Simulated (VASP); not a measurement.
Computed with PBEsol GGA, VASP's PBE PAW potentials (set 64) (plane waves; VASP).

A VASP calculation is set up with these files.

### POSCAR
```
KI
1
    0.0000000000     3.5101212151     3.5101212151
    3.5101212151     0.0000000000     3.5101212151
    3.5101212151     3.5101212151     0.0000000000
K I
1 1
Direct
  0.0000000000   0.0000000000   0.0000000000
  0.5000000000   0.5000000000   0.5000000000
```

File KPOINTS:
```
Automatic mesh
0
Gamma
6 6 6
0 0 0
```

**INCAR**
```
! general
SYSTEM   =  KI
PREC     =  Accurate
ENCUT    =  530   ! plane-wave cut-off (eV)
LREAL    =  F
LASPH    =  T   ! aspherical one-centre terms

! electronic loop
EDIFF    =  1E-7   ! SCF stop (eV)
NELM     =  100
ALGO     =  Normal   ! blocked Davidson
LMAXMIX  =  4   ! l cut-off of mixed one-centre charges

! smearing
ISMEAR   =  0
SIGMA    =  0.05

! functional
GGA      =  PS   ! PBEsol

! ions
IBRION   =  6
NSW      =  1
ISIF     =  3
POTIM    =  0.015   ! step
NFREE    =  2

! output
LWAVE    =  F
LCHARG   =  F
```

POTCAR, in this order: K_sv I (PBE.64 set). Program: vasp_std.

The run wrote:

**OUTCAR**
```


 TOTAL ELASTIC MODULI (kBar)
 Direction    XX          YY          ZZ          XY          YZ          ZX
 --------------------------------------------------------------------------------
 XX         293.2689     34.4047     34.4047     -0.0000     -0.0000      0.0000
 YY          34.4047    293.2689     34.4047     -0.0000     -0.0000      0.0000
 ZZ          34.4047     34.4047    293.2689     -0.0000     -0.0000      0.0000
 XY          -0.0000     -0.0000     -0.0000     34.9836      0.0000      0.0000
 YZ          -0.0000     -0.0000     -0.0000      0.0000     34.9836      0.0000
 ZX           0.0000      0.0000      0.0000      0.0000      0.0000     34.9836
 --------------------------------------------------------------------------------
```
(Selected blocks of OUTCAR.)

The compound is KI in the rock salt structure. It was relaxed first.
